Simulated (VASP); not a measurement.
Given:

```yaml
crystal:
  lattice:
    - [0.00000, 3.26132, 3.26132]
    - [3.26132, 0.00000, 3.26132]
    - [3.26132, 3.26132, 0.00000]
  atoms:
    - { symbol: Na, position: [0.25000, 0.25000, 0.25000] }
    - { symbol: Na, position: [0.75000, 0.75000, 0.75000] }
    - { symbol: S, position: [0.00000, 0.00000, 0.00000] }
```

Computed with optB86b-vdW, VASP's PBE PAW potentials (set 64) (plane waves; VASP 6.6.1). Numerical set-up: 520 eV cut-off, Gaussian smearing of 0.050 eV, potentials Na_pv S.

Give the energies of bands 8 to 13 at the high-symmetry points, in eV from the valence-band maximum.

```json
[
 {"band": "8", "Γ": "0.00", "X": "-1.48", "U": "-1.24", "L": "-1.66", "W": "-1.02"},
 {"band": "9", "Γ": "0.00", "X": "-0.46", "U": "-0.94", "L": "-0.13", "W": "-1.02"},
 {"band": "10", "Γ": "0.00", "X": "-0.46", "U": "-0.35", "L": "-0.13", "W": "-0.59"},
 {"band": "11", "Γ": "2.50", "X": "3.80", "U": "4.51", "L": "4.83", "W": "4.78"},
 {"band": "12", "Γ": "7.79", "X": "6.06", "U": "6.47", "L": "6.46", "W": "7.28"},
 {"band": "13", "Γ": "7.79", "X": "8.53", "U": "7.93", "L": "7.14", "W": "7.28"}
]
```

The gap is direct, 2.50 eV, from the valence maximum at Γ to the conduction minimum at Γ.

The compound is Na2S in the antifluorite structure. It was relaxed first.
